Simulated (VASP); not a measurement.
Consider the following.

```xyz
6
Lattice="4.1845 0.0000 0.0000 0.0000 4.1845 0.0000 0.0000 0.0000 7.3036" Properties=species:S:1:pos:R:3 pbc="T T T"
Sr     0.0000     2.0923     5.9447
Sr     2.0923     0.0000     1.3589
Br     2.0923     0.0000     4.7210
Br     0.0000     2.0923     2.5826
F      2.0923     2.0923     0.0000
F      0.0000     0.0000     0.0000
```

Calculation: PBEsol GGA, VASP's PBE PAW potentials (set 64) (plane waves; VASP). Settings: 520 eV cut-off, Gaussian smearing of 0.050 eV, potentials Sr_sv Br F.

Q: Give the energies of bands 14 to 27 at the high-symmetry points, in eV from the valence-band maximum.

A: 
```tsv
band	Γ	X	M	Z	R	A
14	-3.55	-3.41	-3.76	-3.55	-3.34	-3.87
15	-3.55	-3.15	-2.90	-3.55	-3.21	-2.94
16	-3.27	-3.15	-2.90	-3.27	-3.21	-2.94
17	-2.57	-3.12	-2.53	-2.59	-3.16	-2.53
18	-2.57	-3.12	-2.53	-2.59	-3.16	-2.53
19	-1.69	-1.74	-2.19	-1.29	-1.89	-2.10
20	-1.05	-1.74	-2.19	-0.97	-1.89	-2.10
21	-1.05	-0.67	-0.88	-0.97	-0.64	-0.81
22	-0.14	-0.67	-0.88	-0.76	-0.64	-0.81
23	0.00	-0.36	-0.62	-0.05	-0.23	-0.69
24	0.00	-0.36	-0.62	-0.05	-0.23	-0.69
25	5.03	6.05	6.55	5.69	6.17	7.23
26	5.10	6.05	6.55	5.83	6.17	7.23
27	5.95	6.68	7.63	6.31	7.31	7.64
```

The gap is direct, 5.03 eV, from the valence maximum at Γ to the conduction minimum at Γ.

The structure comes from a computed database's SrBrF entry (P4/nmm); how it stands against other phases isn't given here. It was relaxed first.
